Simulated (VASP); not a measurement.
Data:

```
CELL_PARAMETERS angstrom
      0.00000     1.74764     1.74764
      1.74764     0.00000     1.74764
      1.74764     1.74764     0.00000
ATOMIC_POSITIONS crystal
  Cu 0.00000 0.00000 0.00000
```

Calculation: PBE GGA with D3 dispersion (Becke-Johnson damping), VASP's PBE PAW potentials (set 64) (plane waves; VASP). Numerical set-up: 520 eV cut-off, 17×17×17 Γ-centred mesh, first-order Methfessel-Paxton smearing of 0.10 eV, potentials Cu.

Problem. Estimate the energy per atom (σ→0), pressure, band gap (on the k-mesh) with the smallest direct gap where there is one.

Solution. 
```
Property                                                    Result
------------------------  ----------------------------------------
band gap (on the k-mesh)  none (metal, semimetal or under 0.01 eV)
energy per atom (σ→0)                               -4.295 eV/atom
pressure                                                114.7 kbar
```

The absolute energy has meaning only against runs of the same code, potentials and settings.

The compound is Cu in the fcc structure. This cell is one point of a volume scan, at 0.94 of the reference volume.
